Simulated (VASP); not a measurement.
VASP ran on this input.

INCAR:
```
# general
SYSTEM   =  Pb
PREC     =  Accurate
ENCUT    =  480
LREAL    =  .False.
LASPH    =  .True.

# electronic loop
EDIFF    =  1E-7
NELM     =  100
ALGO     =  Normal
LMAXMIX  =  4
LMIXTAU  =  .True.

# smearing
ISMEAR   =  1
SIGMA    =  0.1

# functional
METAGGA  =  R2SCAN

# ions
ISIF     =  2

# output
LWAVE    =  .False.
LCHARG   =  .False.
```

POSCAR:
```
Pb
1
    0.0000000000     2.4944493293     2.3946713561
    2.3946713561     0.0000000000     2.3946713561
    2.3946713561     2.4944493293     0.0000000000
Pb
1
Direct
  0.0000000000   0.0000000000   0.0000000000
```

**KPOINTS**
```
Regular mesh
0
gamma
  12 12 12
0 0 0
```

POTCAR, in this order: Pb_d (PBE.64 set). Program: vasp_std.

### Question
Write an equivalent input for Ansatz.

### Answer
One equivalent input (not run):
Ansatz 0.2 input:
```yaml
crystal:
  lattice:
    - [0.0000000, 2.4944493, 2.3946714]
    - [2.3946714, 0.0000000, 2.3946714]
    - [2.3946714, 2.4944493, 0.0000000]
  atoms:
    - { symbol: Pb, position: [0.0000000, 0.0000000, 0.0000000] }
kpoints:
  mp_grid: { grid: [12, 12, 12] }
hamiltonian:
  xc: r2scan
  pseudopotentials: { kind: paw }
scf:
  occupations: { method: methfessel_paxton, width: 0.1 }
  max_iter: 100
output: { forces: true, stress: true, eigenvalues: true }
```
Limits of the translation: each code has its own PAW files, so the cut-off isn't converted (ENCUT is set for VASP's; basis.ecutwfc is left out, and Ansatz then takes the one that its files recommend); Ansatz stops its SCF on the density residual and VASP on the energy change (EDIFF).

The compound is Pb in the fcc structure. This cell was strained or had an atom moved on purpose.
